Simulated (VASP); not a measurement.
Runs of VASP 6.6.1 on Y3F. Symmetry: P6/mmm, No. 191, hexagonal system. Conventional cell: a = 6.267 Å, b = 6.267 Å, c = 3.362 Å, α = 90.00°, β = 90.00°, γ = 120.00°. Around Y (site symmetry mmm) lie 6 Y at 3.13 to 3.36 Å and 2 F at 3.13 Å. F (site symmetry 6/mmm) has 6 Y at 3.13 Å and 2 F at 3.36 Å as nearest neighbours. The cell was built by a generator and needn't be a form met in nature.

```csv
task,level,potentials or basis,cell,cutoff (eV),pressure (GPa)
band structure,PBEsol,"VASP PAW PBE potentials, release 64 (Y_sv, F)",as given,520,-2.1
band structure,AM05,"VASP PAW PBE potentials, release 64 (Y_sv, F)",as given,520,(a)
band structure,SCAN,"VASP PAW PBE potentials, release 64 (Y_sv, F)",as given,520,-0.7
band structure,PBE,"VASP PAW PBE potentials, release 64 (Y_sv, F)",as given,520,-0.2
band structure,LDA,"VASP PAW LDA potentials, release 64 (Y_sv, F)",as given,520,-3.8
band structure,TPSS,"VASP PAW PBE potentials, release 64 (Y_sv, F)",as given,520,(b)
band structure,r2SCAN,"VASP PAW PBE potentials, release 64 (Y_sv, F)",as given,520,-0.5
band structure,BLYP,"VASP PAW PBE potentials, release 64 (Y_sv, F)",as given,520,1.2
relaxation of cell and atoms,BLYP+D3,"VASP PAW PBE potentials, release 64 (Y_sv, F)",relaxed,600,0.0
band structure,RPBE,"VASP PAW PBE potentials, release 64 (Y_sv, F)",as given,520,1.3
band structure,PW91,"VASP PAW PBE potentials, release 64 (Y_sv, F)",as given,520,-0.5
```

Alike in all rows: no spin polarisation; k mesh 4 × 4 × 6; smearing fermi-dirac 0.05 eV.

Question: Fill in the values left out.

Answer: (a) -1.7; (b) -1.0.

Caveats: the PAW data sets were made with another functional, which shifts forces and pressure a little (some runs); pairwise dispersion overbinds metals, which lowers pressure and volume (some runs).

Not every run made on this cell is shown here.
